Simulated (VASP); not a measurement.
The system is Ti2TeAs2.

```
Ti Te As
1.0
     7.30000    0.00000    0.00000
     0.00000    7.30000    0.00000
     0.00000    0.00000    3.96000
Ti Te As
4 2 4
Direct
  0.17000 0.67000 0.50000
  0.83000 0.33000 0.50000
  0.33000 0.17000 0.50000
  0.67000 0.83000 0.50000
  0.00000 0.00000 0.00000
  0.50000 0.50000 0.00000
  0.11700 0.38300 0.00000
  0.88300 0.61700 0.00000
  0.38300 0.88300 0.00000
  0.61700 0.11700 0.00000
```

The cell was built by a generator and needn't be a form met in nature.

| Quantity | Value |
| --- | --- |
| Program | VASP 6.6.1 |
| Task | relaxation of cell and atoms |
| Functional | PBE |
| Potentials or basis | VASP PAW PBE potentials, release 64 (Ti_sv, Te, As) |
| Cutoff | 520 eV |
| k mesh | 2 × 2 × 4 |
| Occupations | gaussian, width 0.15 eV |
| Spin | no spin polarisation |

At the start: pressure -5.4 GPa; volume 21.10 Å³/atom.

Q: Where does the relaxation end?

A: Over 10 steps the energy falls by 322.9 meV/atom and the volume is 18.89 Å³/atom (-10.5 %); space group P4/mbm (No. 127, to 0.05 Å).

Step by step:
```tsv
step	energy change (eV)	largest force (eV/Å)	pressure (GPa)	volume (Å³)
1	0.0000	1.3049	-5.44	211.03
2	-2.7930	0.4722	-0.53	188.51
3	-2.9672	0.3725	2.13	183.12
4	-2.9697	0.3973	2.79	182.06
5	-3.0740	0.4681	-0.93	189.76
6	-3.0757	0.4795	-0.96	189.70
7	-3.1381	0.3817	-0.85	189.50
8	-3.2284	0.0430	-0.07	188.86
9	-3.2283	0.0822	-0.18	188.94
10	-3.2291	0.0381	-0.19	188.91
```

Final structure:
```xyz
10
Lattice="7.5917 0.0000 0.0000 0.0000 7.5917 0.0000 0.0000 0.0000 3.2777" Properties=species:S:1:pos:R:3 pbc="T T T"
Ti    1.1715    4.9673    1.6389
Ti    6.4202    2.6244    1.6389
Ti    2.6244    1.1715    1.6389
Ti    4.9673    6.4202    1.6389
Te    0.0000    0.0000    0.0000
Te    3.7959    3.7959    0.0000
As    1.0033    2.7926    0.0000
As    6.5884    4.7992    0.0000
As    2.7926    6.5884    0.0000
As    4.7992    1.0033    0.0000
```

Caveat: the k mesh is coarse (spacing up to 0.43 Å⁻¹), so the values aren't converged; the relaxation stopped at a loose force limit of 0.08 eV/Å, so its end isn't a converged minimum.
